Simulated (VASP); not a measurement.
# BaAu2 (P6/mmm) in VASP: single point with LDA

Aim: the single point of BaAu2 with LDA.

Program: VASP 6.6.1. These are calculated values, not measurements. Logs are shortened: lines on timing, memory, paths and dates and some standing lists are left out, and cuts for length are marked.

**1. The structure**

The structure is hexagonal, space group P6/mmm (No. 191). The conventional cell has a = 4.804 Å, b = 4.804 Å, c = 4.119 Å, α = 90.00°, β = 90.00°, γ = 120.00°. Around Ba (site symmetry 6/mmm) lie 12 Au at 3.45 Å. Around Au (site symmetry -6m2) lie 3 Au at 2.77 Å.

**2. Single point, LDA**

Contents of INCAR:

```
PREC = Accurate
ENCUT = 520
EDIFF = 1E-6
ISMEAR = -1
SIGMA = 0.1
LREAL = False
LASPH = True
NELM = 100
ALGO = Normal
ISIF = 2
LWAVE = False
LCHARG = True
LELF = True
LVHAR = True
NBANDS = 23
```

Contents of KPOINTS:

```
regular mesh
0
Gamma
  6 6 6
```

Contents of POSCAR:

```
BaAu2
1.0
    4.8040000000      0.0000000000      0.0000000000
   -2.4020000000      4.1603860400      0.0000000000
    0.0000000000      0.0000000000      4.1190000000
Ba Au
1 2
Direct
    0.0000000000      0.0000000000      0.0000000000
    0.3333333333      0.6666666667      0.5000000000
    0.6666666667      0.3333333333      0.5000000000
```

Potentials or basis: VASP PAW LDA potentials, release 64 (Ba_sv, Au).

The run is started by

```bash
$ cat potpaw_LDA.64/Ba_sv/POTCAR potpaw_LDA.64/Au/POTCAR > POTCAR
$ mpirun -np 1 vasp_std > vasp.out
```

OUTCAR:

```text
PREC = Accurate
   ENCUT = 520
   EDIFF = 1E-6
   ISMEAR = -1
   LREAL = False
   LASPH = True
   NELM = 100
   ISIF = 2

 ion  position               nearest neighbor table
   1  0.000  0.000  0.000-   2 3.45   3 3.45   2 3.45   3 3.45   3 3.45   3 3.45   2 3.45   2 3.45
                             3 3.45   3 3.45   2 3.45   2 3.45
   2  0.333  0.667  0.500-   3 2.77   3 2.77   3 2.77   1 3.45   1 3.45   1 3.45   1 3.45   1 3.45
                             1 3.45
   3  0.667  0.333  0.500-   2 2.77   2 2.77   2 2.77   1 3.45   1 3.45   1 3.45   1 3.45   1 3.45
                             1 3.45

  LATTYP: Found a hexagonal cell.
 ALAT       =     4.8040000000
 C/A-ratio  =     0.8574104913

  Lattice vectors:

 A1 = (   4.8040000000,   0.0000000000,   0.0000000000)
 A2 = (  -2.4020000000,   4.1603860400,   0.0000000000)
 A3 = (   0.0000000000,   0.0000000000,   4.1190000000)

Analysis of symmetry for initial positions (statically):
=====================================================================
 Subroutine PRICEL returns:
 Original cell was already a primitive cell.

 Routine SETGRP: Setting up the symmetry group for a
 hexagonal supercell.

 Subroutine GETGRP returns: Found 24 space group operations
 (whereof 24 operations were pure point group operations)
 out of a pool of 24 trial point group operations.

The static configuration has the point symmetry D_6h.

Analysis of symmetry for dynamics (positions and initial velocities):
=====================================================================
 Subroutine PRICEL returns:
 Original cell was already a primitive cell.

 Routine SETGRP: Setting up the symmetry group for a
 hexagonal supercell.

 Subroutine GETGRP returns: Found 24 space group operations
 (whereof 24 operations were pure point group operations)
 out of a pool of 24 trial point group operations.

The dynamic configuration has the point symmetry D_6h.

 Subroutine INISYM returns: Found 24 space group operations
 (whereof 24 operations are pure point group operations),
 and found     1 'primitive' translations

----------------------------------------------------------------------------------------

                                     Primitive cell

  volume of cell :      82.3244

  direct lattice vectors                    reciprocal lattice vectors
     4.804000000  0.000000000  0.000000000     0.208159867  0.120181155  0.000000000
    -2.402000000  4.160386040  0.000000000     0.000000000  0.240362310  0.000000000
     0.000000000  0.000000000  4.119000000     0.000000000  0.000000000  0.242777373

  length of vectors
     4.804000000  4.804000000  4.119000000     0.240362310  0.240362310  0.242777373

  position of ions in fractional coordinates (direct lattice)
     0.000000000  0.000000000  0.000000000
     0.333333333  0.666666667  0.500000000
     0.666666667  0.333333333  0.500000000

  ion indices of the primitive-cell ions
   primitive index   ion index
                 1           1
                 2           2
                 3           3

----------------------------------------------------------------------------------------

 KPOINTS: regular mesh

Automatic generation of k-mesh.
 Grid dimensions read from file:
 generate k-points for:    6    6    6

 Generating k-lattice:

  Cartesian coordinates                     Fractional coordinates (reciprocal lattice)
     0.034693311  0.020030193  0.000000000     0.166666667  0.000000000  0.000000000
     0.000000000  0.040060385  0.000000000     0.000000000  0.166666667  0.000000000
     0.000000000  0.000000000  0.040462896     0.000000000  0.000000000  0.166666667

  Length of vectors
     0.040060385  0.040060385  0.040462896

  Shift w.r.t. Gamma in fractional coordinates (k-lattice)
     0.000000000  0.000000000  0.000000000

 Subroutine IBZKPT returns following result:
 ===========================================

 Found     28 irreducible k-points:

 Following reciprocal coordinates:
            Coordinates               Weight
  0.000000  0.000000  0.000000      1.000000
  0.166667 -0.000000  0.000000      6.000000
  0.333333 -0.000000  0.000000      6.000000
  0.500000  0.000000  0.000000      3.000000
  0.166667  0.166667  0.000000      6.000000
  0.333333  0.166667  0.000000     12.000000
[... 16 lines left out ...]
  0.166667 -0.000000  0.500000      6.000000
  0.333333 -0.000000  0.500000      6.000000
 [... further k-points ...]
   k-points           NKPTS =     28   k-points in BZ     NKDIM =     28   number of bands    NBANDS=     23
   number of dos      NEDOS =    301   number of ions     NIONS =      3
   total plane-waves  NPLWV =  41472
   dimension x,y,z NGX =    36 NGY =   36 NGZ =   32
   dimension x,y,z NGXF=    72 NGYF=   72 NGZF=   64
   ions per type =               1   2
   NGX,Y,Z   is equivalent  to a cutoff of  12.46, 12.46, 12.92 a.u.
   NGXF,Y,Z  is equivalent  to a cutoff of  24.92, 24.92, 25.83 a.u.
 SYSTEM =  unknown system
   PREC   = accura    normal or accurate (medium, high low for compatibility)
   ISTART =      0    job   : 0-new  1-cont  2-samecut
   ICHARG =      2    charge: 1-file 2-atom 10-const
   ISPIN  =      1    spin polarized calculation?
   LNONCOLLINEAR =      F non collinear calculations
   LSORBIT =      F    spin-orbit coupling
   LASPH  =      T    aspherical Exc in radial PAW
   ENCUT  =  520.0 eV  38.22 Ry    6.18 a.u.   8.93  8.93  7.66*2*pi/ulx,y,z
   NELM   =    100;   NELMIN=  2; NELMDL= -5     # of ELM steps
   EDIFF  = 0.1E-05   stopping-criterion for ELM
   LREAL  =      F    real-space projection
   EDIFFG = 0.1E-04   stopping-criterion for IOM
   NSW    =      0    number of steps for IOM
   IBRION =     -1    ionic relax: 0-MD 1-quasi-New 2-CG
   NFREE  =      0    steps in history (QN), initial steepest desc. (CG)
   ISIF   =      2    stress and relaxation
   ISYM   =      2    0-nonsym 1-usesym 2-fastsym
   POTIM  = 0.5000    time-step for ionic-motion
   TEBEG  =    0.0;   TEEND  =   0.0 temperature during run
   PSTRESS=    0.0 pullay stress
   NELECT =      32.0000    total number of electrons
   NUPDOWN=      -1.0000    fix difference up-down
   EMIN   =  10.00;   EMAX   =-10.00  energy-range for DOS
   EFERMI =   0.00;   METHOD = LEGACY
   ISMEAR =    -1;   SIGMA  =   0.10  broadening in eV -4-tet -1-fermi 0-gaus
   EFERMI_NEDOS =   21; number of points for ismear=-14 and -15
   IALGO  =     38    algorithm
   IMIX   =      4    mixing-type and parameters
     AMIX     =   0.40;   BMIX     =  1.00
     AMIX_MAG =   1.60;   BMIX_MAG =  1.00
  volume/ion in A,a.u.               =      27.44       185.18
  Fermi-wavevector in a.u.,A,eV,Ry     =   1.194764  2.257776 19.421776  1.427460
  Thomas-Fermi vector in A             =   2.330746
   LORBIT       =      0    0 simple, 1 ext, 2 COOP (PROOUT), +10 PAW based schemes
   GGA     = CA    functional components
   LHFCALC =     F    Hartree Fock is set to
   AEXX    =    0.0000 exact exchange contribution
   IVDW    =     0    specifies the selected vdW correction
   LEPSILON=     F    determine dielectric tensor
   LRPA    =     F    only Hartree local field effects (RPA)
 non-spin polarized calculation
  energy-cutoff  :      520.00
  volume of cell :       82.32
 maximum number of plane-waves:      2236
 NGX is ok and might be reduce to    36
   NGX = 17   NGY = 17   NGZ = 15

 number of electron      31.9999997 magnetization

 Free energy of the ion-electron system (eV)
  ---------------------------------------------------
  ext. energy  EPLUGINS =         0.00000000
  ---------------------------------------------------
  free energy    TOTEN  =       -13.09241408 eV

  energy without entropy =      -13.06082942  energy(sigma->0) =      -13.07662175

 E-fermi :   4.9475     XC(G=0): -10.4352

 val. band max:        4.9337468901   @ k =   0.5000   0.0000   0.5000
 cond. band min:       5.0393794264   @ k =   0.1667  -0.0000   0.0000
 fundamental gap:      0.1056325363
 Fermi energy:         4.9475390831

 k-point     1 :       0.0000    0.0000    0.0000
  band No.  band energies     occupation
      1     -22.8827      2.00000
      2      -8.1124      2.00000
      3      -8.1124      2.00000
      4      -7.9449      2.00000
      5      -1.9867      2.00000
      6      -0.0656      2.00000
[... 15 lines left out ...]
     22       9.9243      0.00000
     23      12.8184      0.00000

 k-point     2 :       0.1667   -0.0000    0.0000
  band No.  band energies     occupation
      1     -22.8789      2.00000
      2      -8.1961      2.00000
      3      -8.1222      2.00000
      4      -7.9456      2.00000
      5      -1.6323      2.00000
      6      -0.0003      2.00000
[... 15 lines left out ...]
     22      10.8896      0.00000
     23      11.3205      0.00000

 k-point     3 :       0.3333   -0.0000    0.0000
  band No.  band energies     occupation
      1     -22.8714      2.00000
      2      -8.3479      2.00000
      3      -8.1418      2.00000
      4      -7.9474      2.00000
      5      -0.8578      2.00000
      6      -0.4250      2.00000
[... 15 lines left out ...]
     22      10.0567      0.00000
     23      11.3092      0.00000

 k-point     4 :       0.5000    0.0000    0.0000
  band No.  band energies     occupation
      1     -22.8676      2.00000
      2      -8.4172      2.00000
      3      -8.1515      2.00000
      4      -7.9485      2.00000
      5      -0.7205      2.00000
      6      -0.3037      2.00000
[... 15 lines left out ...]
     22      10.1017      0.00000
     23      12.0897      0.00000

 k-point     5 :       0.1667    0.1667    0.0000
  band No.  band energies     occupation
      1     -22.8733      2.00000
      2      -8.2959      2.00000
      3      -8.1532      2.00000
      4      -7.9470      2.00000
      5      -1.0646      2.00000
      6      -0.3277      2.00000
[... 434 lines left out ...]
 k-point    22 :       0.0000    0.0000    0.5000
  band No.  band energies     occupation
      1     -22.8378      2.00000
      2      -8.6643      2.00000
      3      -8.0371      2.00000
      4      -8.0371      2.00000
      5      -0.8647      2.00000
      6       0.0124      2.00000
[... 15 lines left out ...]
     22       9.2648      0.00000
     23       9.4113      0.00000

 k-point    23 :       0.1667   -0.0000    0.5000
  band No.  band energies     occupation
      1     -22.8353      2.00000
      2      -8.6298      2.00000
      3      -8.0912      2.00000
      4      -8.0562      2.00000
      5      -1.0168      2.00000
      6       0.0497      2.00000
[... 15 lines left out ...]
     22      10.8336      0.00000
     23      11.4620      0.00000

 k-point    24 :       0.3333   -0.0000    0.5000
  band No.  band energies     occupation
      1     -22.8301      2.00000
      2      -8.5633      2.00000
      3      -8.1955      2.00000
      4      -8.0939      2.00000
      5      -1.0321      2.00000
      6      -0.1849      2.00000
[... 15 lines left out ...]
     22      11.2147      0.00000
     23      12.6658      0.00000

 [... further k-points ...]
[... 5 lines left out ...]
  --------------------------------------------------------------------------------------
  -------------------------------------------------------------------------------------
  Total       -1.5286550     -1.5286550     -0.4476129      0.0000000      0.0000000      0.0000000
  in kB      -29.7503200    -29.7503200     -8.7113365      0.0000000      0.0000000      0.0000000
  external PRESSURE =     -22.7373255 kB  Pullay stress =       0.0000000 kB

 VOLUME and BASIS-vectors are now :
 -----------------------------------------------------------------------------
  energy-cutoff  :      520.00
  volume of cell :       82.32
      direct lattice vectors                 reciprocal lattice vectors
     4.804000000  0.000000000  0.000000000     0.208159867  0.120181155  0.000000000
    -2.402000000  4.160386040  0.000000000     0.000000000  0.240362310  0.000000000
     0.000000000  0.000000000  4.119000000     0.000000000  0.000000000  0.242777373

 POSITION                                       TOTAL-FORCE (eV/Angst)
 -----------------------------------------------------------------------------------
      0.00000      0.00000      0.00000        -0.000000      0.000000     -0.000000
     -0.00000      2.77359      2.05950         0.000000      0.000000      0.000000
      2.40200      1.38680      2.05950        -0.000000      0.000000     -0.000000
 -----------------------------------------------------------------------------------
    total drift:                                0.000000     -0.000000     -0.000000

  FREE ENERGIE OF THE ION-ELECTRON SYSTEM (eV)
  ---------------------------------------------------
  free  energy   TOTEN  =       -13.0924140753 eV

  energy  without entropy=      -13.0608294205  energy(sigma->0) =      -13.07662175
```

Wall time 32 s (1 thread of Intel Xeon Platinum 8375C at 2.90GHz (Ice Lake), shared host); peak memory 0.19 GiB.

What came out:

```yaml
Free_energy: -13.0924 eV
Pressure: -2.3 GPa
Band_gap_on_the_k_mesh: none (metal or under the smearing width)
```

Levels at points of the mesh, in eV from the Fermi level:
```csv
k point,band 14,band 15,band 16,band 17,band 18,band 19
"(0.00, 0.00, 0.00)",-3.47,-3.47,0.97,0.97,1.73,3.04
"(0.50, 0.00, 0.00)",-3.15,-2.97,-1.90,1.83,1.89,2.54
"(0.00, 0.00, 0.50)",-3.28,-3.14,-1.86,3.45,3.45,3.85
"(0.50, 0.00, 0.50)",-2.91,-2.20,-1.50,-0.01,0.35,1.48
```

The run has no spin-orbit coupling, so splittings on Au, Ba are missing.
